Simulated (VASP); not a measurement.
Crystal: KNi.

```
K Ni
1.0
     0.00000    3.11793    3.11793
     3.11793    0.00000    3.11793
     3.11793    3.11793    0.00000
K Ni
1 1
Cartesian
  4.6769 4.6769 4.6769
  0.0000 0.0000 0.0000
```

The cell was built by a generator and needn't be a form met in nature.

- Program: VASP 6.6.1
- Task: relaxation of cell and atoms
- Functional: PBE
- Potentials or basis: VASP PAW PBE potentials, release 64 (K_sv, Ni_pv)
- Cutoff: 600 eV
- k mesh: 5 × 5 × 5
- Occupations: fermi-dirac, width 0.05 eV
- Spin: collinear spin, ferromagnetic start
- Starting moments: [0.0, 1.0] μB

At the start: pressure 5.8 GPa; volume 30.31 Å³/atom.

**Question.** Where does the relaxation end?

**Answer.** Over 3 steps the energy falls by 347.4 meV/atom and the volume is 53.86 Å³/atom (+77.7 %); space group F-43m (No. 216, to 0.05 Å); moment 1.00 μB per cell.

The path:
```csv
step,energy change (eV),largest force (eV/Å),pressure (GPa),volume (Å³)
1,0.0000,0.0000,5.78,60.62
2,-0.3056,0.0000,3.77,70.74
3,-0.6947,0.0000,0.02,107.71
```

Final structure:
```yaml
crystal:
  lattice:
    - [0.00000, 3.77639, 3.77639]
    - [3.77639, 0.00000, 3.77639]
    - [3.77639, 3.77639, 0.00000]
  atoms:
    - { symbol: K, position: [0.75000, 0.75000, 0.75000] }
    - { symbol: Ni, position: [0.00000, 0.00000, 0.00000] }
```

Caveat: the volume moved by over 15 % at a fixed basis, so the end points are rough.
